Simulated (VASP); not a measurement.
```
SrTe
1.0
    0.00000     3.39660     3.39660
    3.39660     0.00000     3.39660
    3.39660     3.39660     0.00000
Sr Te
1 1
Direct
  0.00000   0.00000   0.00000
  0.50000   0.50000   0.50000
```

The base run (VASP): PBE GGA, plane waves, VASP's PBE PAW potentials (set 64). Settings: 400 eV cut-off, 6×6×6 Γ-centred mesh, Gaussian smearing of 0.050 eV, potentials Sr_sv Te.

One setting is varied; ΔE counts from the base run. The base run took about 6 core-seconds. Times come from single runs on busy shared machines, so they are rough: good to a factor of about 2.

| setting | cost over the base run | electronic steps | ΔE (meV/atom) |
|---|---|---|---|
| AMIX = 1.0, BMIX = 0.0001, IMIX = 4 | within a factor of 2 | 14 | 0.0 |
| AMIX = 1.0, BMIX = 3.0, IMIX = 4 | within a factor of 2 | 13 | 0.0 |
| base run | reference | 13 | 0.0 |
| AMIX = 0.6, BMIX = 3.0, IMIX = 4 | within a factor of 2 | 16 | 0.0 |
| AMIX = 0.1, BMIX = 1.0, IMIX = 4 | within a factor of 2 | 13 | 0.0 |
| AMIX = 0.2, BMIX = 0.0001, IMIX = 1 | … | … | 0.0 |

**Question.** Fill in the missing entries.

**Answer.** 
- AMIX = 0.2, BMIX = 0.0001, IMIX = 1, cost over the base run: about 2 times
- AMIX = 0.2, BMIX = 0.0001, IMIX = 1, electronic steps: 33

Left out are runs that failed, have no time on record or changed the cell.

The compound is SrTe in the rock salt structure. The cell was not relaxed at this level.
